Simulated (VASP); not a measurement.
Crystal: Ti.

```xyz
2
Lattice="2.9357 0.0000 0.0000 -1.4679 2.5424 0.0000 0.0000 0.0000 4.6409" Properties=species:S:1:pos:R:3 pbc="T T T"
Ti    0.0000    1.6949    1.1602
Ti    1.4679    0.8475    3.4806
```

- Program: VASP 6.6.1
- Task: relaxation of cell and atoms
- Functional: PBEsol
- Potentials or basis: VASP PAW PBE potentials, release 64 (Ti)
- Cutoff: 580 eV
- k mesh: 18 × 18 × 10
- Occupations: gaussian, width 0.1 eV
- Spin: no spin polarisation

At the start: pressure -5.3 GPa; volume 17.32 Å³/atom.

Q: Where does the relaxation end?

A: Over 6 steps the energy falls by 13.4 meV/atom and the volume is 16.54 Å³/atom (-4.5 %); space group P6_3/mmc (No. 194, to 0.05 Å).

Step by step:
| step | energy change (eV) | largest force (eV/Å) | pressure (GPa) | volume (Å³) |
| --- | --- | --- | --- | --- |
| 1 | 0.0000 | 0.0000 | -5.31 | 34.64 |
| 2 | -0.0074 | 0.0000 | 5.17 | 31.84 |
| 3 | -0.0268 | 0.0000 | -0.01 | 33.09 |
| 4 | -0.0268 | 0.0000 | 0.10 | 33.06 |
| 5 | -0.0268 | 0.0000 | -0.08 | 33.10 |
| 6 | -0.0268 | 0.0000 | -0.01 | 33.09 |

Final structure:
```
Ti
1.0
     2.89099    0.00000    0.00000
    -1.44549    2.50367    0.00000
     0.00000    0.00000    4.57121
Ti
2
Direct
  0.33333 0.66667 0.25000
  0.66667 0.33333 0.75000
```

Caveat: the PAW data sets were made with another functional, which shifts forces and pressure a little.
